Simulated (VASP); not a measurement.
Output of a VASP run:

### OSZICAR
```
       N       E                     dE             d eps       ncg     rms          rms(c)
DAV:   1     0.645412442442E+02    0.64541E+02   -0.78661E+03   332   0.847E+02
DAV:   2    -0.135319640308E+02   -0.78073E+02   -0.76088E+02   300   0.241E+02
DAV:   3    -0.153645584983E+02   -0.18326E+01   -0.17861E+01   300   0.378E+01
DAV:   4    -0.153887226991E+02   -0.24164E-01   -0.24154E-01   349   0.472E+00
DAV:   5    -0.153891345262E+02   -0.41183E-03   -0.41183E-03   280   0.580E-01    0.830E+00
DAV:   6    -0.152129031796E+02    0.17623E+00   -0.14336E+00   270   0.125E+01    0.322E+00
DAV:   7    -0.151318425334E+02    0.81061E-01   -0.29211E-01   260   0.555E+00    0.262E+00
DAV:   8    -0.151113009681E+02    0.20542E-01   -0.69113E-02   275   0.228E+00    0.250E-01
DAV:   9    -0.151109708874E+02    0.33008E-03   -0.86590E-04   290   0.223E-01    0.191E-01
DAV:  10    -0.151107682589E+02    0.20263E-03   -0.27120E-04   285   0.190E-01    0.403E-02
DAV:  11    -0.151107544273E+02    0.13832E-04   -0.27439E-05   295   0.464E-02    0.709E-03
DAV:  12    -0.151107543038E+02    0.12346E-06   -0.13191E-06   178   0.105E-02
   1 F= -.15110754E+02 E0= -.15097105E+02  d E =-.272984E-01
```

### OUTCAR
```
------------------------ aborting loop because EDIFF is reached ----------------------------------------
  FORCE on cell =-STRESS in cart. coord.  units (eV):
  Direction    XX          YY          ZZ          XY          YZ          ZX
  --------------------------------------------------------------------------------------
  Total       -3.4231854     -3.4231854     -3.4231854      0.0000000      0.0000000      0.0000000
  in kB     -150.7221442   -150.7221442   -150.7221442      0.0000000      0.0000000      0.0000000
  external PRESSURE =    -150.7221442 kB  Pullay stress =       0.0000000 kB
  volume of cell :       36.39
      direct lattice vectors                 reciprocal lattice vectors
     3.313762000  0.000000000  0.000000000     0.301771823  0.000000000  0.000000000
     0.000000000  3.313762000  0.000000000     0.000000000  0.301771823  0.000000000
     0.000000000  0.000000000  3.313762000     0.000000000  0.000000000  0.301771823
 POSITION                                       TOTAL-FORCE (eV/Angst)
 -----------------------------------------------------------------------------------
      0.00000      0.00000      0.00000         0.000000      0.000000      0.000000
      1.65688      1.65688      1.65688         0.000000      0.000000      0.000000
 -----------------------------------------------------------------------------------
    total drift:                               -0.000000      0.000000     -0.000000
  FREE ENERGIE OF THE ION-ELECTRON SYSTEM (eV)
  ---------------------------------------------------
  free  energy   TOTEN  =       -15.1107543038 eV

  energy  without entropy=      -15.0834559206  energy(sigma->0) =      -15.09710511
```
(Selected blocks of OUTCAR.)

### POSCAR
```
SbRu
1
    3.3137620000     0.0000000000     0.0000000000
    0.0000000000     3.3137620000     0.0000000000
    0.0000000000     0.0000000000     3.3137620000
Ru Sb
1 1
Direct
  0.0000000000   0.0000000000   0.0000000000
  0.5000000000   0.5000000000   0.5000000000
```

Write an INCAR and KPOINTS that could have produced this output.

This is not unique; one that fits is the input of the run itself, LDA (Ceperley-Alder, Perdew-Zunger), plane waves, VASP's LDA PAW potentials (set 64).

File KPOINTS:
```
kpoints
0
G
 5 5 5
0 0 0
```

INCAR:
```
ALGO = Normal
EDIFF = 1E-6
ENCUT = 300
ISIF = 2
ISMEAR = 0
LASPH = .TRUE.
LCHARG = .FALSE.
LMAXMIX = 4
LREAL = .FALSE.
LWAVE = .FALSE.
NELM = 100
PREC = Accurate
SIGMA = 0.136
SYSTEM = SbRu
```

POTCAR, in this order: Ru_pv Sb (LDA.64 set). Program: vasp_std.

At this cut-off the stress carries a Pulay error, which pulls relaxed volumes low.

The structure was generated: SbRu was put into an ordered model structure, which need not be its known phase. The cell was not relaxed at this level. The k-mesh is coarse (spacing up to 0.38 per Å, 2π included), so the numbers may not be converged in it. The run is one of a series of settings (GGA removed, POTCAR Ru_pv Sb (LDA.64 set) against the base run), some of them coarse on purpose. The electron count is odd and the run is not spin-polarised, which forces a metal.
